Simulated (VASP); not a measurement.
Here is the system:

```
Ti
1.0
    1.51745    -2.60453     0.00000
    1.51745     2.60453     0.00000
    0.00000     0.00000     4.55275
Ti
2
Direct
  0.33333   0.66667   0.25000
  0.67362   0.34028   0.75000
```

Computed with PBE GGA, VASP's PBE PAW potentials (set 64) (plane waves; VASP). Settings: 520 eV cut-off, 12×12×7 Γ-centred mesh, first-order Methfessel-Paxton smearing of 0.10 eV, potentials Ti_sv.

**Question.** Give the stress tensor in GPa (positive for a compressed cell).

**Answer.** 
```
-5.82  -0.27   0.00
-0.27  -4.90   0.00
 0.00   0.00  -0.13
```
The pressure is its mean diagonal, -3.62 GPa.

The compound is Ti in the hcp structure. The cell was not relaxed at this level, atoms are displaced from their ideal sites. The run is one of a series of settings (ENCUT = 520 against the base run), some of them coarse on purpose.
